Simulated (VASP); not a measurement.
Calculation: r2SCAN meta-GGA, VASP's PBE PAW potentials (set 64) (plane waves; VASP).

VASP ran on this input.

### KPOINTS
```
Automatic mesh
0
Gamma
10 10 10
0 0 0
```

INCAR:
```
LMAXMIX = 4   ! l cut-off of mixed one-centre charges
EDIFF = 1E-7
SYSTEM = GaN
ALGO = Normal
PREC = Accurate
LMIXTAU = T
METAGGA = R2SCAN
LREAL = F   ! projection in real space or not
LWAVE = F
LCHARG = F
LASPH = T
SIGMA = 0.05
NELM = 100   ! most electronic steps
ENCUT = 600
ISMEAR = 0
ISIF = 2   ! forces and stress, cell fixed
```

POSCAR:
```
GaN
1
    0.0000000000     2.2527067553     2.2527067553
    2.2527067553     0.0000000000     2.2527067553
    2.2527067553     2.2527067553    -0.0000000000
Ga N
1 1
Direct
  0.0000000000   0.0000000000   0.0000000000
  0.2500000000   0.2500000000   0.2500000000
```

POTCAR, in this order: Ga_d N (PBE.64 set). Program: vasp_std.

The run wrote:

File OSZICAR:
```
       N       E                     dE             d eps       ncg     rms          rms(c)
DAV:   1     0.780649542330E+02    0.78065E+02   -0.10758E+04  1334   0.273E+03
DAV:   2    -0.193903183423E+02   -0.97455E+02   -0.90875E+02  1397   0.378E+02
DAV:   3    -0.266902577868E+02   -0.72999E+01   -0.72574E+01  1342   0.948E+01
DAV:   4    -0.268138150927E+02   -0.12356E+00   -0.12348E+00  1498   0.134E+01
DAV:   5    -0.268154105511E+02   -0.15955E-02   -0.15954E-02  1320   0.134E+00    0.718E+00
DAV:   6    -0.215522500971E+02    0.52632E+01   -0.41239E+00  1848   0.526E+01    0.275E+00
DAV:   7    -0.219654871813E+02   -0.41324E+00   -0.77958E-01  1474   0.114E+01    0.179E+00
DAV:   8    -0.217683852418E+02    0.19710E+00   -0.36077E-01  1307   0.797E+00    0.135E+00
DAV:   9    -0.218219314823E+02   -0.53546E-01   -0.19809E-01  1227   0.601E+00    0.695E-01
DAV:  10    -0.218977979143E+02   -0.75866E-01   -0.58508E-02  1222   0.390E+00    0.323E-01
DAV:  11    -0.219054300281E+02   -0.76321E-02   -0.20068E-03  1524   0.585E-01    0.310E-01
DAV:  12    -0.219047050518E+02    0.72498E-03   -0.12116E-04  1292   0.144E-01    0.264E-01
DAV:  13    -0.218981101906E+02    0.65949E-02   -0.37391E-03  1354   0.761E-01    0.210E-01
DAV:  14    -0.218981079170E+02    0.22736E-05   -0.26841E-04  1252   0.216E-01    0.166E-01
DAV:  15    -0.218981261409E+02   -0.18224E-04   -0.83978E-06  1596   0.298E-02    0.155E-01
DAV:  16    -0.218981564616E+02   -0.30321E-04   -0.36239E-05  1350   0.100E-01    0.266E-02
DAV:  17    -0.218981571345E+02   -0.67286E-06   -0.11447E-05  1560   0.888E-02    0.162E-02
DAV:  18    -0.218981616876E+02   -0.45531E-05   -0.49945E-06  1350   0.336E-02    0.937E-03
DAV:  19    -0.218981606347E+02    0.10529E-05   -0.26850E-06  1725   0.245E-02    0.257E-03
DAV:  20    -0.218981617289E+02   -0.10943E-05   -0.34146E-07  1232   0.839E-03    0.259E-03
DAV:  21    -0.218981617906E+02   -0.61626E-07   -0.14548E-07   872   0.466E-03
   1 F= -.21898162E+02 E0= -.21898162E+02  d E =-.422630E-17
```

OUTCAR:
```
------------------------ aborting loop because EDIFF is reached ----------------------------------------
  FORCE on cell =-STRESS in cart. coord.  units (eV):
  Direction    XX          YY          ZZ          XY          YZ          ZX
  --------------------------------------------------------------------------------------
  Total        0.0255700      0.0255700      0.0255700     -0.0000000     -0.0000000     -0.0000000
  in kB        1.7918297      1.7918297      1.7918297     -0.0000000     -0.0000000     -0.0000000
  external PRESSURE =       1.7918297 kB  Pullay stress =       0.0000000 kB
  volume of cell :       22.86
      direct lattice vectors                 reciprocal lattice vectors
     0.000000000  2.252706755  2.252706755    -0.221955210  0.221955210  0.221955210
     2.252706755  0.000000000  2.252706755     0.221955210 -0.221955210  0.221955210
     2.252706755  2.252706755  0.000000000     0.221955210  0.221955210 -0.221955210
  FREE ENERGIE OF THE ION-ELECTRON SYSTEM (eV)
  ---------------------------------------------------
  free  energy   TOTEN  =       -21.8981617906 eV

  energy  without entropy=      -21.8981617906  energy(sigma->0) =      -21.89816179
```
(Selected blocks of OUTCAR.)

The compound is GaN in the zinc blende structure, a metastable form; wurtzite is the usual one. It was relaxed first.
